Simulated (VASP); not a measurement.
# CuAu (Tetraauricupride): structure and properties in VASP

What structure does CuAu (Tetraauricupride) take at this level, and what are its properties? The steps: relaxing cell and atoms (rev-vdW-DF2), second relaxation, single point with fields (rev-vdW-DF2), bands along the symmetry lines (rev-vdW-DF2), density of states (rev-vdW-DF2) and electric field gradients (rev-vdW-DF2). The start is a cell from a database of measured crystal structures.

Program: VASP 6.6.1. Level of theory: rev-vdW-DF2; plane waves and PAW (Cu, Au). Results are calculated unless marked as measured.

## Step 1: Starting point

Before any relaxation, the start is as follows. The structure is tetragonal, space group P4/mmm (No. 123). Conventional cell: a = 2.800 Å, b = 2.800 Å, c = 3.670 Å, α = 90.00°, β = 90.00°, γ = 90.00°. Cu has 8 Au at 2.70 Å and 4 Cu at 2.80 Å nearest. Au has 8 Cu at 2.70 Å and 4 Au at 2.80 Å nearest. Farther neighbours are not listed.

## Step 2: Relaxing cell and atoms (rev-vdW-DF2)

The start need not lie at this functional's minimum. ISIF = 3 frees volume, shape and positions, and EDIFFG sets the threshold on forces and stress at which the search stops. rev-vdW-DF2 revises the exchange of vdW-DF2 for solids. LUSE_VDW switches on a nonlocal correlation term for dispersion.

The input, INCAR:

```
SYSTEM = CuAu
PREC = Accurate
ENCUT = 400
EDIFF = 1E-06
NELM = 100
ISMEAR = 1
SIGMA = 0.2
LREAL = .FALSE.
ALGO = Normal
GGA = MK
AGGAC = 0
LUSE_VDW = .TRUE.
PARAM1 = 0.1234
PARAM2 = 0.711357
ZAB_VDW = -1.8867
LASPH = .TRUE.
NBANDS = 17
LORBIT = 11
LWAVE = .FALSE.
LCHARG = .FALSE.
KPAR = 2
IBRION = 2
NSW = 60
ISIF = 3
EDIFFG = -0.01
```

The input, POSCAR:

```
CuAu
1.0
    2.8000000000      0.0000000000      0.0000000000
    0.0000000000      2.8000000000      0.0000000000
    0.0000000000      0.0000000000      3.6700000000
Cu Au
1 1
Direct
    0.5000000000      0.5000000000      0.5000000000
    0.0000000000      0.0000000000      0.0000000000
```

The input, KPOINTS:

```
Automatic mesh
0
Gamma
7 7 5
0 0 0
```

The projector-augmented-wave data sets are Cu and Au (PBE family, release 64).

Launch:

```console
$ mpirun -np 2 vasp_std
```

The program printed:

```text
[banner, memory and clock lines left out]
running    2 mpi-ranks, on    1 nodes
 distrk:  each k-point on    1 cores,    2 groups
 distr:  one band on    1 cores,    1 groups

 POSCAR found type information on POSCAR CuAu
 POSCAR found :  2 types and       2 ions
|                                                                             |
|               ----> ADVICE to this user running VASP <----                  |
|                                                                             |
|     You have switched on vdW-DFT.                                           |
|     This routine was written and supplied by Jiri Klimes. We recommend      |
|     that you carefully read and cite the following publications:            |
|       J. Klimes, D.R. Bowler, A. Michelides                                 |
|          J. Phys.: Cond Matt. 22 022201 (2010)                              |
|       J. Klimes, D.R. Bowler, A. Michelides                                 |
|          Phys. Rev. B. 83, 195131 (2011)                                    |
|     and references therein.                                                 |
|                                                                             |

|                                                                             |
|               ----> ADVICE to this user running VASP <----                  |
|                                                                             |
|     You enforced a specific xc type in the INCAR file but a different       |
|     [... a line on the potential file left out ...]
|     I HOPE YOU KNOW WHAT YOU ARE DOING!                                     |
|                                                                             |

 LDA part: xc-table for (Slater+PW92), standard interpolation
 POSCAR, INCAR and KPOINTS ok, starting setup
 FFT: planning ... GRIDC
 FFT: planning ... GRID_SOFT
 FFT: planning ... GRID
 WAVECAR not read
 entering main loop
       N       E                     dE             d eps       ncg     rms          rms(c)
DAV:   1     0.108674051861E+03    0.10867E+03   -0.93817E+03  1108   0.149E+03
DAV:   2    -0.194592362411E+00   -0.10887E+03   -0.10219E+03  1048   0.262E+02
DAV:   3    -0.334262976251E+01   -0.31480E+01   -0.31191E+01  1279   0.560E+01
DAV:   4    -0.338309461695E+01   -0.40465E-01   -0.40450E-01  1263   0.505E+00
DAV:   5    -0.338421231170E+01   -0.11177E-02   -0.11177E-02  1429   0.885E-01    0.117E+01
DAV:   6    -0.277213999853E+01    0.61207E+00   -0.67449E+00  1092   0.721E+01    0.537E+00
DAV:   7    -0.245262450903E+01    0.31952E+00   -0.27004E+00  1223   0.759E+01    0.565E+00
DAV:   8    -0.238792362451E+01    0.64701E-01   -0.24041E-01  1400   0.126E+01    0.268E+00
DAV:   9    -0.238070414838E+01    0.72195E-02   -0.16951E-02  1595   0.284E+00    0.100E-01
DAV:  10    -0.238053756817E+01    0.16658E-03   -0.17938E-03  1331   0.546E-01    0.686E-02
DAV:  11    -0.238053747057E+01    0.97598E-07   -0.50446E-05  1267   0.695E-02    0.330E-02
DAV:  12    -0.238053438608E+01    0.30845E-05   -0.61320E-06  1344   0.776E-02    0.379E-03
DAV:  13    -0.238053425743E+01    0.12865E-06   -0.28762E-07   629   0.807E-03
   1 F= -.23805343E+01 E0= -.23806927E+01  d E =-.238053E+01
 curvature:   0.00 expect dE= 0.000E+00 dE for cont linesearch  0.000E+00
 trial: gam= 0.00000 g(F)=  0.000E+00 g(S)=  0.163E-01 ort = 0.000E+00 (trialstep = 0.100E+01)
 search vector abs. value=  0.163E-01
 bond charge predicted
       N       E                     dE             d eps       ncg     rms          rms(c)
DAV:   1    -0.277098623113E+01   -0.39045E+00   -0.56181E+00  1096   0.473E+01    0.461E+00
DAV:   2    -0.250379938284E+01    0.26719E+00   -0.21893E+00  1078   0.470E+01    0.228E+00
DAV:   3    -0.241041590830E+01    0.93383E-01   -0.10264E+00  1099   0.294E+01    0.197E+00
DAV:   4    -0.238598880674E+01    0.24427E-01   -0.53234E-02  1376   0.826E+00    0.102E+00
DAV:   5    -0.238115844504E+01    0.48304E-02   -0.18061E-02  1451   0.429E+00    0.228E-01
DAV:   6    -0.238078496422E+01    0.37348E-03   -0.28277E-03  1547   0.135E+00    0.270E-02
DAV:   7    -0.238079066207E+01   -0.56979E-05   -0.49024E-05  1372   0.780E-02    0.101E-02
DAV:   8    -0.238078962650E+01    0.10356E-05   -0.43315E-06  1206   0.439E-02    0.211E-03
DAV:   9    -0.238078971704E+01   -0.90541E-07   -0.18616E-07   549   0.589E-03
   2 F= -.23807897E+01 E0= -.23806820E+01  d E =-.255460E-03
[...]
3 F= -.23846701E+01 E0= -.23847233E+01  d E =-.413589E-02
[...]
4 F= -.23846706E+01 E0= -.23847265E+01  d E =-.413634E-02
[...]
5 F= -.23851017E+01 E0= -.23851021E+01  d E =-.431092E-03
[...]
6 F= -.23858264E+01 E0= -.23858137E+01  d E =-.115577E-02
 curvature:  -1.91 expect dE=-0.101E-03 dE for cont linesearch -0.614E-04
 ZBRENT: extrapolating
 opt :   4.8916  next Energy=    -2.385913 (dE=-0.124E-02)
 bond charge predicted
       N       E                     dE             d eps       ncg     rms          rms(c)
DAV:   1    -0.238870771328E+01   -0.28812E-02   -0.13617E-01  1173   0.312E+00    0.345E-01
DAV:   2    -0.238677554470E+01    0.19322E-02   -0.19195E-03  1389   0.689E-01    0.192E-01
DAV:   3    -0.238597961426E+01    0.79593E-03   -0.81794E-04  1467   0.666E-01    0.670E-02
DAV:   4    -0.238593955017E+01    0.40064E-04   -0.40550E-04  1219   0.651E-01    0.395E-02
DAV:   5    -0.238592180825E+01    0.17742E-04   -0.81925E-05  1282   0.288E-01    0.153E-02
DAV:   6    -0.238592198903E+01   -0.18078E-06   -0.37884E-06  1045   0.188E-02
   7 F= -.23859220E+01 E0= -.23860245E+01  d E =-.125139E-02
 curvature:  -2.69 expect dE=-0.374E-04 dE for cont linesearch -0.221E-06
 trial: gam= 0.03459 g(F)=  0.306E-63 g(S)=  0.139E-04 ort = 0.677E-05 (trialstep = 0.170E+01)
 search vector abs. value=  0.150E-04
 reached required accuracy - stopping structural energy minimisation
```

The job ended after 37 s (2 MPI ranks of Intel Xeon 6975P-C (Granite Rapids), shared host; peak memory 0.46 GiB).

The logs omit lines about the potential files and the build; timing stands in the text.

From OUTCAR (step 2):

```text
ion  position               nearest neighbor table
   1  0.500  0.500  0.500-   2 2.70   2 2.70   2 2.70   2 2.70   2 2.70   2 2.70   2 2.70   2 2.70

  LATTYP: Found a simple tetragonal cell.
 ALAT       =     2.8000000000
 C/A-ratio  =     1.3107142857

 Subroutine GETGRP returns: Found 16 space group operations
 (whereof 16 operations were pure point group operations)

The static configuration has the point symmetry D_4h.

 Found     30 irreducible k-points:

   k-points           NKPTS =     30   k-points in BZ     NKDIM =     30   number of bands    NBANDS=     17

   dimension x,y,z NGX =    18 NGY =   18 NGZ =   24
   dimension x,y,z NGXF=    36 NGYF=   36 NGZF=   48

   ENCUT  =  400.0 eV  29.40 Ry    5.42 a.u.   4.57  4.57  5.98*2*pi/ulx,y,z

   NELECT =      22.0000    total number of electrons

 k-points in reciprocal lattice and weights: Automatic mesh
   0.00000000  0.00000000  0.00000000       0.004
   0.14285714  0.00000000  0.00000000       0.016
   0.28571429  0.00000000  0.00000000       0.016
   0.42857143  0.00000000  0.00000000       0.016
   0.14285714  0.14285714  0.00000000       0.016
   0.28571429  0.14285714  0.00000000       0.033
   0.42857143  0.14285714  0.00000000       0.033
   0.28571429  0.28571429  0.00000000       0.016
   0.42857143  0.28571429  0.00000000       0.033
[...]
0.42857143  0.28571429  0.40000000       0.065
   0.42857143  0.42857143  0.40000000       0.033

 average (electrostatic) potential at core
       1 -62.2379       2 -65.3377

 E-fermi :   8.6061

 k-point     1 :       0.0000    0.0000    0.0000
  band No.  band energies     occupation
    ...
      7       5.7716      2.00000
      8       6.4401      2.00000
      9       6.8493      2.00000
     10       7.0736      2.00000
     11       7.0736      2.00000
     12      11.0517     -0.00000
     13      16.9864      0.00000
     14      18.2446      0.00000
     15      18.2446      0.00000
     16      25.0888      0.00000
    ...

 k-point     2 :       0.1429    0.0000    0.0000
  band No.  band energies     occupation
    ...
      7       5.8295      2.00000
      8       6.4217      2.00000
      9       6.5430      2.00000
     10       6.6612      2.00000
     11       6.9730      2.00000
     12      12.2007     -0.00000
     13      15.3299      0.00000
     14      17.5348      0.00000
     15      19.0272      0.00000
     16      24.5059      0.00000
    ...

 k-point     3 :       0.2857    0.0000    0.0000
  band No.  band energies     occupation
    ...
      7       5.7985      2.00000
      8       5.8979      2.00000
      9       6.3380      2.00000
     10       6.5726      2.00000
     11       6.7010      2.00000
     12      11.8561     -0.00000
     13      14.6026      0.00000
     14      17.5783      0.00000
     15      21.0697      0.00000
     16      22.7275      0.00000
    ...

Total vdW correction in eV:      3.4109099

  Total        0.0151643      0.0151643      0.0107818      0.0000000      0.0000000      0.0000000
  in kB        0.8326353      0.8326353      0.5920031      0.0000000      0.0000000      0.0000000
  external PRESSURE =       0.7524246 kB  Pullay stress =       0.0000000 kB

  energy-cutoff  :      400.00
  volume of cell :       29.18
      direct lattice vectors                 reciprocal lattice vectors
     2.836719778  0.000000000 -0.000000000     0.352519839 -0.000000000  0.000000000
     0.000000000  2.836719778  0.000000000     0.000000000  0.352519839  0.000000000
    -0.000000000 -0.000000000  3.626154869     0.000000000 -0.000000000  0.275774212

 POSITION                                       TOTAL-FORCE (eV/Angst)
 -----------------------------------------------------------------------------------
      1.41836      1.41836      1.81308         0.000000      0.000000      0.000000
      0.00000     -0.00000     -0.00000        -0.000000     -0.000000      0.000000
 -----------------------------------------------------------------------------------
    total drift:                                0.000000     -0.000000     -0.000000

  FREE ENERGIE OF THE ION-ELECTRON SYSTEM (eV)
  ---------------------------------------------------
  free  energy   TOTEN  =        -2.3859219890 eV

  energy  without entropy=       -2.3862295992  energy(sigma->0) =       -2.38602453

Total vdW correction in eV:      3.4109052

 reached required accuracy - stopping structural energy minimisation

 total charge
# of ion       s       p       d       tot
------------------------------------------
    1        0.380   0.321   9.236   9.937
    2        0.609   0.414   8.704   9.728
--------------------------------------------------
tot          0.989   0.735  17.940  19.664

[... 3 further parts left out ...]
```

CONTCAR:

```
CuAu
   1.00000000000000
     2.8367197778190318    0.0000000000000000   -0.0000000000000000
     0.0000000000000000    2.8367197778190318    0.0000000000000000
    -0.0000000000000001   -0.0000000000000000    3.6261548693704424
  Cu              Au
     1     1
Direct
     0.5000000000000000    0.5000000000000000    0.5000000000000000
     0.0000000000000000    0.0000000000000000    0.0000000000000000
```

The k-mesh is coarse for a metal. The PAW data sets were made with PBE, which is usual practice but a small mismatch for other functionals. The run keeps the 16 symmetry operations of its start, so it cannot find a distortion of lower symmetry.

The steps of the relaxation:

```csv
step,energy less that of the first step (eV),largest force (eV/Å),pressure (GPa),volume (Å³)
1,0.0000,0.0000,2.56,28.77
2,-0.0003,0.0000,-2.61,29.74
3,-0.0041,0.0000,-0.14,29.26
4,-0.0041,0.0000,-0.10,29.25
5,-0.0046,0.0000,-0.06,29.24
6,-0.0053,0.0000,0.08,29.20
7,-0.0054,0.0000,0.08,29.18
```

```csv
"conventional cell, symmetrised",before,after,change
a (Å),2.800,2.837,+1.3 %
b (Å),2.800,2.837,+1.3 %
c (Å),3.670,3.626,-1.2 %
volume (Å³/atom),14.39,14.59,+1.4 %
```

The relaxed structure:

```cif
data_structure
_symmetry_space_group_name_H-M 'P 1'
_symmetry_Int_Tables_number 1
_cell_length_a 2.8367
_cell_length_b 2.8367
_cell_length_c 3.6262
_cell_angle_alpha 90.000
_cell_angle_beta 90.000
_cell_angle_gamma 90.000
_cell_volume 29.18
loop_
_atom_site_label
_atom_site_type_symbol
_atom_site_fract_x
_atom_site_fract_y
_atom_site_fract_z
_atom_site_occupancy
Cu1 Cu 0.50000 0.50000 0.50000 1
Au2 Au 0.00000 0.00000 0.00000 1
```

This step gave:

```
electrons                       : 22
bands                           : 17
irreducible k-points            : 30
symmetry operations             : 16
free energy (TOTEN)             : -2.386 eV
energy at zero smearing         : -2.386 eV
Fermi energy                    : 8.606 eV
pressure                        : 0.07524 GPa
metallic                        : yes
SCF cycles over all ionic steps : 54
```

It ends with forces that vanish by symmetry and a pressure of 0.08 GPa. The volume lies +1.4 % from that of the database's start.

## Step 3: Second relaxation

The basis stayed that of the start cell while the cell moved. A rerun from the cell reached resets it; the error of the finite cutoff stays.

INCAR is that of step 2.

The input, POSCAR:

```
CuAu
1.0
    2.8367197778      0.0000000000      0.0000000000
    0.0000000000      2.8367197778      0.0000000000
    0.0000000000      0.0000000000      3.6261548694
Cu Au
1 1
Direct
    0.5000000000      0.5000000000      0.5000000000
    0.0000000000      0.0000000000      0.0000000000
```

KPOINTS is that of step 2.

Launch:

```console
$ mpirun -np 2 vasp_std
```

The program printed:

```text
[banner, memory and clock lines left out]
running    2 mpi-ranks, on    1 nodes
 distrk:  each k-point on    1 cores,    2 groups
 distr:  one band on    1 cores,    1 groups

 POSCAR found type information on POSCAR CuAu
 POSCAR found :  2 types and       2 ions
 [... a notice as in an earlier step ...]

 [... a notice as in an earlier step ...]

 LDA part: xc-table for (Slater+PW92), standard interpolation
 POSCAR, INCAR and KPOINTS ok, starting setup
 FFT: planning ... GRIDC
 FFT: planning ... GRID_SOFT
 FFT: planning ... GRID
 WAVECAR not read
 entering main loop
       N       E                     dE             d eps       ncg     rms          rms(c)
DAV:   1     0.115743416571E+03    0.11574E+03   -0.94492E+03  1108   0.150E+03
DAV:   2     0.267651850530E+00   -0.11548E+03   -0.10894E+03  1039   0.271E+02
DAV:   3    -0.333584625438E+01   -0.36035E+01   -0.35754E+01  1240   0.590E+01
DAV:   4    -0.338260268078E+01   -0.46756E-01   -0.46737E-01  1296   0.552E+00
DAV:   5    -0.338402695936E+01   -0.14243E-02   -0.14242E-02  1417   0.101E+00    0.113E+01
DAV:   6    -0.279756939452E+01    0.58646E+00   -0.70397E+00  1084   0.732E+01    0.529E+00
DAV:   7    -0.245277574509E+01    0.34479E+00   -0.27088E+00  1242   0.771E+01    0.543E+00
DAV:   8    -0.239461591462E+01    0.58160E-01   -0.22442E-01  1425   0.119E+01    0.263E+00
DAV:   9    -0.238739355559E+01    0.72224E-02   -0.17059E-02  1583   0.294E+00    0.894E-02
DAV:  10    -0.238725618366E+01    0.13737E-03   -0.16617E-03  1301   0.478E-01    0.662E-02
DAV:  11    -0.238725906348E+01   -0.28798E-05   -0.56907E-05  1379   0.890E-02    0.369E-02
DAV:  12    -0.238725528051E+01    0.37830E-05   -0.57758E-06  1257   0.803E-02    0.475E-03
DAV:  13    -0.238725511522E+01    0.16530E-06   -0.32192E-07   603   0.111E-02
   1 F= -.23872551E+01 E0= -.23873575E+01  d E =-.238726E+01
 curvature:   0.00 expect dE= 0.000E+00 dE for cont linesearch  0.000E+00
 trial: gam= 0.00000 g(F)=  0.000E+00 g(S)=  0.108E-04 ort = 0.000E+00 (trialstep = 0.100E+01)
 search vector abs. value=  0.108E-04
 reached required accuracy - stopping structural energy minimisation
```

Wall time 9.8 s (2 MPI ranks); peak memory 0.47 GiB; 16 s of CPU time.

Parts of OUTCAR (step 3):

```text
  LATTYP: Found a simple tetragonal cell.
 ALAT       =     2.8367197778
 C/A-ratio  =     1.2782915316

The static configuration has the point symmetry D_4h.

 Found     30 irreducible k-points:

   dimension x,y,z NGX =    20 NGY =   20 NGZ =   24
   dimension x,y,z NGXF=    40 NGYF=   40 NGZF=   48

   ENCUT  =  400.0 eV  29.40 Ry    5.42 a.u.   4.63  4.63  5.91*2*pi/ulx,y,z

   NELECT =      22.0000    total number of electrons

 E-fermi :   8.6061

 k-point     1 :       0.0000    0.0000    0.0000
  band No.  band energies     occupation
    ...
      7       5.7717      2.00000
      8       6.4400      2.00000
      9       6.8495      2.00000
     10       7.0736      2.00000
     11       7.0736      2.00000
     12      11.0517     -0.00000
     13      16.9866      0.00000
     14      18.2447      0.00000
     15      18.2447      0.00000
     16      25.0889      0.00000
    ...

 k-point     2 :       0.1429    0.0000    0.0000
  band No.  band energies     occupation
    ...
      7       5.8294      2.00000
      8       6.4214      2.00000
      9       6.5428      2.00000
     10       6.6609      2.00000
     11       6.9729      2.00000
     12      12.2007     -0.00000
     13      15.3301      0.00000
     14      17.5349      0.00000
     15      19.0274      0.00000
     16      24.5059      0.00000
    ...

Total vdW correction in eV:      3.4109166

  Total        0.0148530      0.0148530      0.0025007      0.0000000      0.0000000     -0.0000000
  in kB        0.8155380      0.8155380      0.1373076      0.0000000      0.0000000     -0.0000000
  external PRESSURE =       0.5894612 kB  Pullay stress =       0.0000000 kB

  energy-cutoff  :      400.00
  volume of cell :       29.18
      direct lattice vectors                 reciprocal lattice vectors
     2.836719778  0.000000000  0.000000000     0.352519839  0.000000000  0.000000000
     0.000000000  2.836719778  0.000000000     0.000000000  0.352519839  0.000000000
     0.000000000  0.000000000  3.626154869     0.000000000  0.000000000  0.275774212

 POSITION                                       TOTAL-FORCE (eV/Angst)
 -----------------------------------------------------------------------------------
      1.41836      1.41836      1.81308         0.000000      0.000000      0.000000
      0.00000      0.00000      0.00000         0.000000      0.000000      0.000000
 -----------------------------------------------------------------------------------
    total drift:                               -0.000000      0.000000      0.000000

  FREE ENERGIE OF THE ION-ELECTRON SYSTEM (eV)
  ---------------------------------------------------
  free  energy   TOTEN  =        -2.3872551152 eV

  energy  without entropy=       -2.3875623411  energy(sigma->0) =       -2.38735752

Total vdW correction in eV:      3.4109495

 total charge
# of ion       s       p       d       tot
------------------------------------------
    1        0.380   0.321   9.236   9.937
    2        0.609   0.414   8.704   9.728
--------------------------------------------------
tot          0.989   0.735  17.941  19.665

[... 5 parts as in an earlier step ...]

[... 5 further parts left out ...]
```

CONTCAR:

```
CuAu
   1.00000000000000
     2.8367197778000000    0.0000000000000000    0.0000000000000000
     0.0000000000000000    2.8367197778000000    0.0000000000000000
     0.0000000000000000    0.0000000000000000    3.6261548694000001
  Cu              Au
     1     1
Direct
     0.5000000000000000    0.5000000000000000    0.5000000000000000
     0.0000000000000000    0.0000000000000000    0.0000000000000000
```

Little changed from the start: no atom moved by 0.005 Å and no cell edge by 0.1 %.

This step gave:

- free energy (TOTEN): -2.387 eV
- energy at zero smearing: -2.387 eV
- pressure: 0.05895 GPa
- SCF cycles over all ionic steps: 13

It ends with forces that vanish by symmetry and a pressure of 0.06 GPa. The volume moved by under 0.01 %: the run met its threshold at the first step.

[end of part 1 of 3]

[Lines on the potential files, build, host, timing and source positions are cut from VASP's logs without a mark.]

[Logs are printed without paths, hosts, clocks, repeated set-up lines and the standing remarks that a program may print on its own settings, such as how far it seeks lower states.]

[Hosts, paths, dates, database ids (printed as entryN), source tags and the programs' standing remarks are cut or masked in the printed files.]

[A measured line is paired with the nearest computed mode of its activity, which favours agreement.]
